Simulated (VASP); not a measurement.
All values below come from PBE GGA, VASP's PBE PAW potentials (set 64) (plane waves; VASP).

A VASP calculation is set up with these files.

**POSCAR**
```
BaHfO3
1
    4.2014504049     0.0000000000     0.0000000000
    0.0000000000     4.2014504049     0.0000000000
    0.0000000000     0.0000000000     4.2014504049
Ba Hf O
1 1 3
Direct
  0.0000000000   0.0000000000   0.0000000000
  0.5000000000   0.5000000000   0.5000000000
  0.5000000000   0.0000000000   0.5000000000
  0.0000000000   0.5000000000   0.5000000000
  0.5000000000   0.5000000000   0.0000000000
```

### KPOINTS
```
Automatic mesh
0
Gamma
6 6 6
0 0 0
```

INCAR:
```
! general
SYSTEM =BaHfO3
PREC   =Accurate
ENCUT  =520
LREAL  =F
LASPH  =T

! electronic loop
EDIFF  =1E-7
NELM   =100
ALGO   =Normal
LMAXMIX=6

! smearing
ISMEAR =-5

! functional
GGA    =PE

! ions
ISIF   =2

! output
LWAVE  =F
LCHARG =T
LORBIT =11
NEDOS  =601

! other
LEFG   =T
```

POTCAR, in this order: Ba_sv Hf_pv O (PBE.64 set). Program: vasp_std.

The run wrote:

OSZICAR:
```
       N       E                     dE             d eps       ncg     rms          rms(c)
DAV:   1     0.234982262332E+03    0.23498E+03   -0.21303E+04   920   0.160E+03
DAV:   2    -0.376905655922E+02   -0.27267E+03   -0.26767E+03  1179   0.350E+02
DAV:   3    -0.504100960726E+02   -0.12720E+02   -0.12699E+02  1237   0.754E+01
DAV:   4    -0.506123620875E+02   -0.20227E+00   -0.20220E+00  1289   0.885E+00
DAV:   5    -0.506166935395E+02   -0.43315E-02   -0.43311E-02  1323   0.880E-01    0.570E+01
DAV:   6    -0.436927297055E+02    0.69240E+01   -0.43256E+01  1109   0.379E+01    0.510E+01
DAV:   7    -0.435898951829E+02    0.10283E+00   -0.25235E+00  1214   0.102E+01    0.329E+01
DAV:   8    -0.435798735419E+02    0.10022E-01   -0.41923E-01  1189   0.523E+00    0.562E+00
DAV:   9    -0.435587006741E+02    0.21173E-01   -0.14057E-01  1102   0.226E+00    0.158E+00
DAV:  10    -0.435584022251E+02    0.29845E-03   -0.12863E-02  1186   0.752E-01    0.610E-01
DAV:  11    -0.435582212905E+02    0.18093E-03   -0.96317E-04  1130   0.211E-01    0.188E-01
DAV:  12    -0.435582561563E+02   -0.34866E-04   -0.10429E-04  1259   0.697E-02    0.193E-01
DAV:  13    -0.435582615565E+02   -0.54002E-05   -0.17104E-05  1148   0.281E-02    0.148E-02
DAV:  14    -0.435582616281E+02   -0.71590E-07   -0.92287E-07  1228   0.650E-03
   1 F= -.43558262E+02 E0= -.43558262E+02  d E =0.000000E+00
```

File OUTCAR:
```
------------------------ aborting loop because EDIFF is reached ----------------------------------------
  FORCE on cell =-STRESS in cart. coord.  units (eV):
  Direction    XX          YY          ZZ          XY          YZ          ZX
  --------------------------------------------------------------------------------------
  Total       -0.0137225     -0.0137225     -0.0137225     -0.0000000     -0.0000000     -0.0000000
  in kB       -0.2964457     -0.2964457     -0.2964457     -0.0000000     -0.0000000     -0.0000000
  external PRESSURE =      -0.2964457 kB  Pullay stress =       0.0000000 kB
  volume of cell :       74.16
      direct lattice vectors                 reciprocal lattice vectors
     4.201450405  0.000000000  0.000000000     0.238013044  0.000000000  0.000000000
     0.000000000  4.201450405  0.000000000     0.000000000  0.238013044  0.000000000
     0.000000000  0.000000000  4.201450405     0.000000000  0.000000000  0.238013044
 POSITION                                       TOTAL-FORCE (eV/Angst)
 -----------------------------------------------------------------------------------
      0.00000      0.00000      0.00000         0.000000      0.000000      0.000000
      2.10073      2.10073      2.10073         0.000000      0.000000      0.000000
      2.10073      0.00000      2.10073         0.000000      0.000000      0.000000
      0.00000      2.10073      2.10073         0.000000      0.000000      0.000000
      2.10073      2.10073      0.00000         0.000000      0.000000      0.000000
 -----------------------------------------------------------------------------------
    total drift:                                0.000000     -0.000000     -0.000000
  FREE ENERGIE OF THE ION-ELECTRON SYSTEM (eV)
  ---------------------------------------------------
  free  energy   TOTEN  =       -43.5582616281 eV

  energy  without entropy=      -43.5582616281  energy(sigma->0) =      -43.55826163

 total charge

# of ion       s       p       d       tot
------------------------------------------
    1        2.001   5.634   0.266   7.901
    2        0.329   6.684   1.475   8.488
    3        1.557   3.488   0.000   5.045
    4        1.557   3.488   0.000   5.045
    5        1.557   3.488   0.000   5.045
--------------------------------------------------
tot          7.001  22.782   1.741  31.525
```
(Selected blocks of OUTCAR.)

The compound is BaHfO3 in the cubic perovskite structure. It was relaxed first.
